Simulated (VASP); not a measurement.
Write the native input for VASP 6.6.1 that does the following.

| Item | Value |
| --- | --- |
| Task | single point |
| Functional | PBE |
| Potentials or basis | VASP PAW PBE potentials, release 64 (Ag, Bi_d, S) |
| Cutoff | 520 eV |
| k mesh | 3 × 2 × 2 |
| Occupations | methfessel-paxton, width 0.15 eV |
| Spin | no spin polarisation |
| Dipole correction | no |
| Further INCAR settings | ALGO = Fast; EDIFF = 1e-06; NBANDS = 72 |

The structure of Ag3BiS2 lies in POSCAR:

```
Ag3BiS2
1.0
    4.9223910000     -0.6186580000      0.6976580000
   -0.6445550000      6.9485710000     -0.8953740000
    0.4334510000      0.9770110000      7.6125120000
Ag Bi S
6 2 4
Direct
    0.7031878966      0.7450967718      0.4130710882
    0.9695989569      0.5330669799      0.1005437949
    0.6526673845      0.1483296090      0.0330038039
    0.2351445482      0.9310856127      0.5037881548
    0.8712416258      0.6091270436      0.7375619017
    0.4308937281      0.8228993457      0.8178928614
    0.6175751659      0.3143862089      0.4291783031
    0.1207533860      0.1987879452      0.2495538913
    1.0003061434      0.9146913962      0.0226991184
    0.8662904165      0.2273984722      0.6915122420
    0.3086723378      0.4628658100      0.7123631839
    0.4940957770      0.6588947213      0.1240769579
```

The cell was built by a generator and needn't be a form met in nature.

One way to write it, as run:

INCAR

```
SYSTEM = Ag3BiS2
  ALGO = Fast
  EDIFF = 1E-6
  ENCUT = 520
  GGA = PE
  ISIF = 2
  ISMEAR = 1
  LASPH = .TRUE.
  LCHARG = .FALSE.
  LREAL = .FALSE.
  LWAVE = .FALSE.
  NBANDS = 72
  NELM = 100
  PREC = Accurate
  SIGMA = 0.15
```

KPOINTS

```
k-points
0
G
  3 2 2
  0 0 0
```

Potentials or basis: VASP PAW PBE potentials, release 64 (Ag, Bi_d, S).

Run with:

```console
$ cat potpaw_PBE.64/Ag/POTCAR potpaw_PBE.64/Bi_d/POTCAR potpaw_PBE.64/S/POTCAR > POTCAR
$ mpirun -np 1 vasp_std > vasp.out
```

Results of the run:

The pressure is 3.1 GPa, the largest force is 1.668 eV/Å and the band gap on the k mesh is none (metal or under the smearing width).

Caveat: the k mesh is coarse (spacing up to 0.46 Å⁻¹), so the values aren't converged; spin-orbit coupling is left out, which moves the levels of the heavy elements.

Run time: 2.5 min on 1 thread of Intel(R) Xeon(R) Platinum 8488C (Sapphire Rapids) (shared host), peak memory 0.39 GiB.
